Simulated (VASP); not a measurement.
Here is the system:

```
CELL_PARAMETERS angstrom
      0.00000     2.19660     2.19660
      2.19660     0.00000     2.19660
      2.19660     2.19660     0.00000
ATOMIC_POSITIONS crystal
  Al 0.00000 0.00000 0.00000
  N  0.25000 0.25000 0.25000
```

These are optB88-vdW, VASP's PBE PAW potentials (set 64) (plane waves; VASP 6.6.1) values and carry that method's errors. Settings: 520 eV cut-off, Gaussian smearing of 0.050 eV, potentials Al N.

### Question
Give the energies of bands 2 to 5 at the high-symmetry points, in eV from the valence-band maximum.

### Answer

```json
[
 {"band": "2", "Γ": "0.00", "X": "-4.80", "U": "-4.18", "L": "-5.72", "W": "-3.73"},
 {"band": "3", "Γ": "0.00", "X": "-1.74", "U": "-3.53", "L": "-0.48", "W": "-3.33"},
 {"band": "4", "Γ": "0.00", "X": "-1.74", "U": "-1.35", "L": "-0.48", "W": "-2.61"},
 {"band": "5", "Γ": "4.20", "X": "3.48", "U": "5.28", "L": "7.32", "W": "6.14"}
]
```

The gap is indirect, 3.48 eV, from the valence maximum at Γ to the conduction minimum at X.

Measured: gap 5.34 eV (computed value off by -1.86 eV), as given by Daiki Deguchi et al., Japanese Journal of Applied Physics (2016), arXiv:1512.06930.

The compound is AlN in the zinc blende structure, a metastable form; wurtzite is the usual one. It was relaxed first.
